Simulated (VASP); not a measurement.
Crystal: Ga.

```xyz
4
Lattice="2.2615 -3.8305 0.0000 2.2615 3.8305 0.0000 0.0000 0.0000 4.5240" Properties=species:S:1:pos:R:3 pbc="T T T"
Ga    2.2615   -2.6438    0.3664
Ga    2.2615   -1.1867    2.6284
Ga    2.2615    2.6438    4.1576
Ga    2.2615    1.1867    1.8956
```

- Program: VASP 6.6.1
- Task: relaxation of cell and atoms
- Functional: LDA
- Potentials or basis: VASP PAW LDA potentials, release 64 (Ga_d)
- Cutoff: 600 eV
- k mesh: 10 × 10 × 8
- Occupations: methfessel-paxton, width 0.1 eV
- Spin: no spin polarisation

At the start: pressure -3.7 GPa; volume 19.59 Å³/atom.

Question: Where does the relaxation end?

Answer: Over 22 steps the energy falls by 15.3 meV/atom and the volume is 18.42 Å³/atom (-6.0 %); space group Cmce (No. 64, to 0.05 Å).

The path:
| step | energy change (eV) | largest force (eV/Å) | pressure (GPa) | volume (Å³) |
| --- | --- | --- | --- | --- |
| 1 | 0.0000 | 0.1684 | -3.66 | 78.38 |
| 2 | -0.0596 | 0.0338 | 0.29 | 73.41 |
| 3 | -0.0598 | 0.0394 | 0.16 | 73.67 |
| 4 | -0.0597 | 0.0444 | -0.05 | 73.81 |
| 5 | -0.0601 | 0.0291 | -0.02 | 73.84 |
| 6 | -0.0604 | 0.0429 | -0.29 | 73.92 |
| 7 | -0.0606 | 0.0426 | -0.09 | 73.84 |
| 8 | -0.0607 | 0.0424 | -0.03 | 73.77 |
| 9 | -0.0607 | 0.0419 | 0.16 | 73.62 |
| 10 | -0.0607 | 0.0421 | -0.01 | 73.72 |
| 11 | -0.0607 | 0.0418 | 0.05 | 73.68 |
| 12 | -0.0607 | 0.0421 | -0.02 | 73.70 |
| 13 | -0.0609 | 0.0317 | 0.01 | 73.69 |
| 14 | -0.0610 | 0.0187 | -0.06 | 73.68 |
| 15 | -0.0611 | 0.0154 | 0.08 | 73.64 |
| 16 | -0.0611 | 0.0136 | 0.10 | 73.61 |
| 17 | -0.0611 | 0.0100 | 0.16 | 73.55 |
| 18 | -0.0611 | 0.0127 | 0.10 | 73.59 |
| 19 | -0.0612 | 0.0082 | -0.05 | 73.65 |
| 20 | -0.0612 | 0.0112 | 0.07 | 73.64 |
| 21 | -0.0612 | 0.0076 | -0.16 | 73.71 |
| 22 | -0.0612 | 0.0095 | 0.00 | 73.69 |

Final structure:
```yaml
crystal:
  lattice:
    - [2.22776, -3.74402, 0.00000]
    - [2.22776, 3.74402, 0.00000]
    - [0.00000, 0.00000, 4.41770]
  atoms:
    - { symbol: Ga, position: [0.84392, 0.15608, 0.08420] }
    - { symbol: Ga, position: [0.65608, 0.34392, 0.58420] }
    - { symbol: Ga, position: [0.15608, 0.84392, 0.91580] }
    - { symbol: Ga, position: [0.34392, 0.65608, 0.41580] }
```
